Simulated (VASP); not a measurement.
Consider the following.

```xyz
2
Lattice="0.0000 3.3183 3.3183 3.3183 0.0000 3.3183 3.3183 3.3183 0.0000" Properties=species:S:1:pos:R:3 pbc="T T T"
Hg     0.0000     0.0000     0.0000
Te     1.6592     1.6592     1.6592
```

Calculation: optB88-vdW, VASP's PBE PAW potentials (set 64) (plane waves; VASP 6.6.1). Numerical set-up: 520 eV cut-off, 11×11×11 Γ-centred mesh, tetrahedra with Blöchl corrections, potentials Hg Te.

Unless said otherwise, spin-orbit coupling is left out, though it shifts the bands of the heavy elements here.

Q: Predict the energy per atom (σ→0), band gap (on the k-mesh) with the smallest direct gap where there is one.

A: 
```
Quantity                                                     Value
------------------------  ----------------------------------------
band gap (on the k-mesh)  none (metal, semimetal or under 0.01 eV)
energy per atom (σ→0)                                0.558 eV/atom
```

The absolute energy has meaning only against runs of the same code, potentials and settings.

The compound is HgTe in the zinc blende structure. It was relaxed first, which changed the volume by +8 %.
